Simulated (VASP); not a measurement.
Level of theory: PBE GGA, VASP's PBE PAW potentials (set 64) (plane waves; VASP 6.6.1).

The input files of a VASP run:

File POSCAR:
```
LiCl
1
    0.0000000000     2.5700000000     2.5700000000
    2.5700000000     0.0000000000     2.5700000000
    2.5700000000     2.5700000000     0.0000000000
Li Cl
1 1
Direct
  0.0000000000   0.0000000000   0.0000000000
  0.5000000000   0.5000000000   0.5000000000
```

**INCAR**
```
ALGO  =  Normal
EDIFF  =  1E-6
EDIFFG  =  -0.02
ENCUT  =  620
GGA  =  PE
IBRION  =  2
ISIF  =  3
ISMEAR  =  0
LASPH  =  .TRUE.
LCHARG  =  .FALSE.
LREAL  =  .FALSE.
LWAVE  =  .FALSE.
NELM  =  100
NSW  =  40
PREC  =  Accurate
PSTRESS  =  50
SIGMA  =  0.05
SYSTEM  =  LiCl
```

### KPOINTS
```
Automatic
0
Gamma
9 9 9
```

POTCAR, in this order: Li_sv Cl (PBE.64 set). Program: vasp_std.

Output of the run:

### OSZICAR
```
       N       E                     dE             d eps       ncg     rms          rms(c)
DAV:   1     0.459672039260E+02    0.45967E+02   -0.45872E+03   630   0.115E+03
DAV:   2    -0.540747777169E+01   -0.51375E+02   -0.49917E+02   883   0.167E+02
DAV:   3    -0.741232856351E+01   -0.20049E+01   -0.20035E+01   808   0.403E+01
DAV:   4    -0.745049738625E+01   -0.38169E-01   -0.38131E-01   960   0.558E+00
DAV:   5    -0.745083044232E+01   -0.33306E-03   -0.33304E-03   857   0.515E-01    0.238E+00
DAV:   6    -0.738009831052E+01    0.70732E-01   -0.17810E-01   695   0.241E+00    0.171E+00
DAV:   7    -0.738125256253E+01   -0.11543E-02   -0.57697E-02   927   0.158E+00    0.920E-01
DAV:   8    -0.738552506283E+01   -0.42725E-02   -0.91569E-03   726   0.825E-01    0.141E-01
DAV:   9    -0.738551406633E+01    0.10997E-04   -0.30582E-04   858   0.156E-01    0.432E-02
DAV:  10    -0.738559017704E+01   -0.76111E-04   -0.11372E-04   709   0.971E-02    0.198E-02
DAV:  11    -0.738559238532E+01   -0.22083E-05   -0.47425E-06   995   0.208E-02    0.492E-03
DAV:  12    -0.738559302132E+01   -0.63600E-06   -0.40440E-07   635   0.578E-03
   1 F= -.63261227E+01 E0= -.63261227E+01  d E =-.632612E+01
       N       E                     dE             d eps       ncg     rms          rms(c)
DAV:   1    -0.764540582406E+01   -0.25981E+00   -0.57889E+00   630   0.189E+01    0.385E+00
DAV:   2    -0.739735832778E+01    0.24805E+00   -0.62422E-01   760   0.581E+00    0.126E+00
DAV:   3    -0.736460848176E+01    0.32750E-01   -0.12901E-01   654   0.235E+00    0.865E-01
DAV:   4    -0.736329937014E+01    0.13091E-02   -0.34437E-03  1004   0.520E-01    0.160E-01
DAV:   5    -0.736326782612E+01    0.31544E-04   -0.44392E-04   799   0.175E-01    0.451E-02
DAV:   6    -0.736326028960E+01    0.75365E-05   -0.13822E-05   772   0.437E-02    0.177E-02
DAV:   7    -0.736326092821E+01   -0.63862E-06   -0.41013E-06   658   0.209E-02
   2 F= -.63814432E+01 E0= -.63814432E+01  d E =-.553204E-01
       N       E                     dE             d eps       ncg     rms          rms(c)
DAV:   1    -0.740355153989E+01   -0.40291E-01   -0.14160E+00   630   0.931E+00    0.184E+00
DAV:   2    -0.734352488953E+01    0.60027E-01   -0.15227E-01   781   0.287E+00    0.632E-01
DAV:   3    -0.733510091150E+01    0.84240E-02   -0.32727E-02   650   0.119E+00    0.407E-01
DAV:   4    -0.733481485689E+01    0.28605E-03   -0.84645E-04  1008   0.257E-01    0.779E-02
DAV:   5    -0.733481265671E+01    0.22002E-05   -0.10893E-04   788   0.869E-02    0.236E-02
DAV:   6    -0.733481014653E+01    0.25102E-05   -0.35182E-06   728   0.226E-02    0.806E-03
DAV:   7    -0.733481058880E+01   -0.44227E-06   -0.78675E-07   347   0.982E-03
   3 F= -.63898406E+01 E0= -.63898406E+01  d E =-.637178E-01
```

OUTCAR:
```
------------------------ aborting loop because EDIFF is reached ----------------------------------------
  FORCE on cell =-STRESS in cart. coord.  units (eV):
  Direction    XX          YY          ZZ          XY          YZ          ZX
  --------------------------------------------------------------------------------------
  Total        0.9080433      0.9080433      0.9080433     -0.0000000     -0.0000000     -0.0000000
  in kB       48.0461400     48.0461400     48.0461400     -0.0000000     -0.0000000     -0.0000000
  external PRESSURE =      -1.9538600 kB  Pullay stress =      50.0000000 kB
  volume of cell :       30.28
      direct lattice vectors                 reciprocal lattice vectors
     0.000000000  2.473866197  2.473866197    -0.202112790  0.202112790  0.202112790
     2.473866197  0.000000000  2.473866197     0.202112790 -0.202112790  0.202112790
     2.473866197  2.473866197  0.000000000     0.202112790  0.202112790 -0.202112790
  FREE ENERGIE OF THE ION-ELECTRON SYSTEM (eV)
  ---------------------------------------------------
  free  energy   TOTEN  =        -7.3348105888 eV

  energy  without entropy=       -7.3348105888  energy(sigma->0) =       -7.33481059
  enthalpy is  TOTEN    =        -6.3898405542 eV   P V=        0.9449700346

 reached required accuracy - stopping structural energy minimisation
```
(Selected blocks of OUTCAR.)

File CONTCAR:
```
LiCl
   1.00000000000000
     0.0000000000000000    2.4738661973991096    2.4738661973991096
     2.4738661973991096    0.0000000000000000    2.4738661973991096
     2.4738661973991096    2.4738661973991096    0.0000000000000000
  Li              Cl
     1     1
Direct
     0.0000000000000000    0.0000000000000000    0.0000000000000000
     0.5000000000000000    0.5000000000000000    0.5000000000000000
```

Energy and stress use the plane-wave basis of the starting cell.

The compound is LiCl in the rock salt structure. This run relaxes it under an external pressure of 5 GPa. Symmetry was kept, so distortions that lower it aren't found.
